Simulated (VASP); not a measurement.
Crystal: Ti2Te2S.

```
Ti Te S
1.0
    -2.80207    2.80207    4.74619
     2.80207   -2.80207    4.74619
     2.80207    2.80207   -4.74619
Ti Te S
2 2 1
Direct
  0.50000 0.00000 0.50000
  0.00000 0.50000 0.50000
  0.75000 0.25000 0.50000
  0.25000 0.75000 0.50000
  0.00000 0.00000 0.00000
```

The cell was built by a generator and needn't be a form met in nature.

```yaml
Program: VASP 6.6.1
Task: relaxation of cell and atoms
Functional: PBE
Potentials_or_basis: VASP PAW PBE potentials, release 64 (Ti_sv, Te, S)
Cutoff: 520 eV
k_mesh: 4 × 4 × 4
Occupations: gaussian, width 0.15 eV
Spin: no spin polarisation
```

At the start: pressure 6.0 GPa; volume 29.81 Å³/atom.

How do energy, volume and symmetry change on relaxing?

Over 12 steps the energy falls by 591.7 meV/atom and the volume is 24.58 Å³/atom (-17.6 %); space group I4/mmm (No. 139, to 0.05 Å).

Step by step:
```tsv
step	energy change (eV)	largest force (eV/Å)	pressure (GPa)	volume (Å³)
1	0.0000	0.0000	6.04	149.06
2	-0.9224	0.0000	-11.38	168.20
3	-1.6951	0.0000	-6.74	159.16
4	-1.7045	0.0000	-6.78	158.56
5	-1.7038	0.0000	-6.32	157.98
6	-2.5968	0.0000	-3.33	136.31
7	-2.8750	0.0000	1.39	122.25
8	-2.8761	0.0000	2.00	120.60
9	-2.9456	0.0000	1.36	120.54
10	-2.9486	0.0000	1.36	120.57
11	-2.9558	0.0000	-0.59	124.11
12	-2.9585	0.0000	-0.07	122.90
```

Final structure:
```
Ti Te S
1.0
    -2.35120    2.35120    5.55772
     2.35120   -2.35120    5.55772
     2.35120    2.35120   -5.55772
Ti Te S
2 2 1
Direct
  0.50000 0.00000 0.50000
  0.00000 0.50000 0.50000
  0.75000 0.25000 0.50000
  0.25000 0.75000 0.50000
  0.00000 0.00000 0.00000
```

Caveat: the k mesh is coarse (spacing up to 0.40 Å⁻¹), so the values aren't converged; the volume moved by over 15 % at a fixed basis, so the end points are rough; the relaxation stopped at a loose force limit of 0.08 eV/Å, so its end isn't a converged minimum.
